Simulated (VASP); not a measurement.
Input of a VASP 6.6.1 run:

The input INCAR:

```
PREC = Accurate
ENCUT = 520
EDIFF = 1E-6
ISMEAR = -1
SIGMA = 0.05
LREAL = Auto
LASPH = T
NELM = 100
ALGO = Fast
ISIF = 2
LWAVE = F
LCHARG = F
NBANDS = 128
```

File KPOINTS:

```
regular mesh
0
Gamma
  2 2 2
```

Contents of POSCAR:

```
LiW16
1.0
    6.3200000000      0.0000000000      0.0000000000
    0.0000000000      6.3200000000      0.0000000000
    0.0000000000      0.0000000000      6.3200000000
W Li
16 1
Direct
    0.0059968354      0.0034177215      0.0086392405
    0.5142246835     -0.0031012658     -0.0068829114
   -0.0004746835      0.5095727848      0.0028955696
   -0.0034651899      0.0141930380      0.5282594937
    0.2366930380      0.2556962025      0.2663449367
    0.4800632911      0.4969303797      0.0047784810
    0.5114715190      0.0209810127      0.5014240506
    0.7449525316      0.2667405063      0.2403955696
   -0.0418987342      0.4485759494      0.5402215190
    0.3111867089      0.7979430380      0.2237816456
    0.2546835443      0.2391455696      0.7622151899
    0.4887658228      0.5142563291      0.4930221519
    0.7532911392      0.7708069620      0.2458860759
    0.7325474684      0.2491455696      0.7734651899
    0.2546993671      0.7421677215      0.7508069620
    0.7484968354      0.7606962025      0.7500316456
    0.0663765823      0.6511234177      0.3578006329
```

Potentials or basis: VASP PAW LDA potentials, release 64 (W_sv, Li_sv).

Command:

```sh
$ cat potpaw_LDA.64/W_sv/POTCAR potpaw_LDA.64/Li_sv/POTCAR > POTCAR
$ mpirun -np 1 vasp_std > vasp.out
```

**Question.** Predict the largest force.

**Answer.** 2.976 eV/Å.

**Question.** Predict the band gap on the k mesh.

**Answer.** None (metal or under the smearing width).

Forces on the atoms (eV/Å):
```
W   -0.110  0.213  0.220
W    0.090  2.327 -0.876
W   -0.351 -0.344 -0.055
W    0.556 -1.488 -1.878
W    0.720  0.368 -0.688
W    1.651  0.111 -0.694
W   -0.691 -0.514  0.456
W   -0.148 -0.721  0.894
W   -0.322  0.135  1.936
W   -2.396 -1.136  1.350
W   -0.179  0.909 -0.110
W    0.502 -0.417  0.558
W   -0.405 -0.589  0.524
W    0.309  0.286 -0.560
W   -0.852  0.635 -0.471
W    0.226 -1.186 -0.027
Li   1.401  1.412 -0.579
```

Caveat: the k mesh is coarse (spacing up to 0.50 Å⁻¹), so the values aren't converged. The run has no spin-orbit coupling, so splittings on W are missing.
